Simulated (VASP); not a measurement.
Input:

```xyz
2
Lattice="1.6881 -2.9239 0.0000 1.6881 2.9239 0.0000 0.0000 0.0000 5.3754" Properties=species:S:1:pos:R:3 pbc="T T T"
Sc     1.6881     0.9746     1.3438
Sc     1.6881    -0.9746     4.0316
```

Computed with PBE GGA, VASP's PBE PAW potentials (set 64) (plane waves; VASP). Numerical set-up: 400 eV cut-off, 9×9×5 Γ-centred mesh, first-order Methfessel-Paxton smearing of 0.10 eV, potentials Sc_sv.

Task: Give the stress tensor in GPa (positive for a compressed cell).

Result: 
```
-3.15   0.00   0.00
 0.00  -3.15   0.00
 0.00   0.00  -4.38
```
The pressure is its mean diagonal, -3.56 GPa.

The compound is Sc in the hcp structure. The cell was not relaxed at this level.
